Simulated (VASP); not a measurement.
Computed with LDA (Ceperley-Alder, Perdew-Zunger), VASP's LDA PAW potentials (set 64) (plane waves; VASP).

The input files of a VASP run:

### KPOINTS
```
Automatic mesh
0
Gamma
11 11 11
0 0 0
```

**INCAR**
```
SYSTEM=AlN
PREC=Accurate; ENCUT=620; LREAL=.FALSE.
LASPH=.TRUE.
EDIFF=1E-6; NELM=100; ALGO=Normal
ISMEAR=0; SIGMA=0.05
IBRION=2; NSW=40; ISIF=3
EDIFFG=-0.02; PSTRESS=50
LWAVE=.FALSE.; LCHARG=.FALSE.
```

POSCAR:
```
AlN
1.0
  0.0000000000   2.1565909699   2.1565909699
  2.1565909699   0.0000000000   2.1565909699
  2.1565909699   2.1565909699   0.0000000000
Al N
1 1
direct
  0.0000000000   0.0000000000   0.0000000000
  0.2500000000   0.2500000000   0.2500000000
```

POTCAR, in this order: Al N (LDA.64 set). Program: vasp_std.

Output of the run:

File OUTCAR:
```
 ion  position               nearest neighbor table
   1  0.000  0.000  0.000-   2 1.87   2 1.87   2 1.87   2 1.87
   2  0.250  0.250  0.250-   1 1.87   1 1.87   1 1.87   1 1.87
  LATTYP: Found a face centered cubic cell.
 ALAT       =     4.3131819398
 Subroutine PRICEL returns:
 Original cell was already a primitive cell.
 Subroutine GETGRP returns: Found 24 space group operations
The static configuration has the point symmetry T_d .
The dynamic configuration has the point symmetry T_d .
 Subroutine INISYM returns: Found 24 space group operations
 Subroutine IBZKPT returns following result:
 Found     56 irreducible k-points:

 Following reciprocal coordinates:
            Coordinates               Weight
  0.000000  0.000000  0.000000      1.000000
  0.090909  0.000000  0.000000      8.000000
  0.181818  0.000000  0.000000      8.000000
  0.272727  0.000000  0.000000      8.000000
  0.363636  0.000000  0.000000      8.000000
  0.454545  0.000000  0.000000      8.000000
  0.090909  0.090909  0.000000      6.000000
  0.181818  0.090909  0.000000     24.000000
  0.272727  0.090909  0.000000     24.000000
  0.363636  0.090909  0.000000     24.000000
  0.454545  0.090909  0.000000     24.000000
 -0.454545  0.090909  0.000000     24.000000
 -0.363636  0.090909  0.000000     24.000000
 -0.272727  0.090909  0.000000     24.000000
 -0.181818  0.090909  0.000000     24.000000
 -0.090909  0.090909  0.000000     12.000000
  0.181818  0.181818  0.000000      6.000000
  0.272727  0.181818  0.000000     24.000000
  0.363636  0.181818  0.000000     24.000000
  0.454545  0.181818  0.000000     24.000000
 -0.454545  0.181818  0.000000     24.000000
 -0.363636  0.181818  0.000000     24.000000
 -0.272727  0.181818  0.000000     24.000000
 -0.181818  0.181818  0.000000     12.000000
...
```

OSZICAR:
```
       N       E                     dE             d eps       ncg     rms          rms(c)
DAV:   1     0.123057657137E+02    0.12306E+02   -0.44698E+03   912   0.978E+02
DAV:   2    -0.184972596265E+02   -0.30803E+02   -0.28599E+02  1200   0.139E+02
DAV:   3    -0.189806440343E+02   -0.48338E+00   -0.48338E+00  1040   0.228E+01
DAV:   4    -0.189820159481E+02   -0.13719E-02   -0.13719E-02  1328   0.132E+00
DAV:   5    -0.189820177895E+02   -0.18414E-05   -0.18414E-05  1048   0.341E-02    0.885E+00
DAV:   6    -0.164482204139E+02    0.25338E+01   -0.14438E+01   896   0.243E+01    0.306E+00
DAV:   7    -0.163976432502E+02    0.50577E-01   -0.80342E-02   984   0.309E+00    0.193E+00
DAV:   8    -0.163690275100E+02    0.28616E-01   -0.24673E-02  1128   0.182E+00    0.276E-01
DAV:   9    -0.163690095424E+02    0.17968E-04   -0.31291E-04  1232   0.165E-01    0.167E-01
DAV:  10    -0.163690362106E+02   -0.26668E-04   -0.20525E-05  1024   0.397E-02    0.451E-02
DAV:  11    -0.163690359399E+02    0.27064E-06   -0.31605E-06  1016   0.102E-02
   1 F= -.15743009E+02 E0= -.15743009E+02  d E =-.157430E+02
```

File OUTCAR:
```
------------------------ aborting loop because EDIFF is reached ----------------------------------------
  FORCE on cell =-STRESS in cart. coord.  units (eV):
  Direction    XX          YY          ZZ          XY          YZ          ZX
  --------------------------------------------------------------------------------------
  Total        0.6270997      0.6270997      0.6270997      0.0000000      0.0000000      0.0000000
  in kB       50.0857066     50.0857066     50.0857066      0.0000000      0.0000000      0.0000000
  external PRESSURE =       0.0857066 kB  Pullay stress =      50.0000000 kB
  volume of cell :       20.06
      direct lattice vectors                 reciprocal lattice vectors
     0.000000000  2.156590970  2.156590970    -0.231847396  0.231847396  0.231847396
     2.156590970  0.000000000  2.156590970     0.231847396 -0.231847396  0.231847396
     2.156590970  2.156590970  0.000000000     0.231847396  0.231847396 -0.231847396
  FREE ENERGIE OF THE ION-ELECTRON SYSTEM (eV)
  ---------------------------------------------------
  free  energy   TOTEN  =       -16.3690359399 eV

  energy  without entropy=      -16.3690359399  energy(sigma->0) =      -16.36903594
  enthalpy is  TOTEN    =       -15.7430093717 eV   P V=        0.6260265682

 reached required accuracy - stopping structural energy minimisation
```
(Selected blocks of OUTCAR.)

The compound is AlN in the zinc blende structure, a metastable form; wurtzite is the usual one. It was relaxed first under an external pressure of 5 GPa.
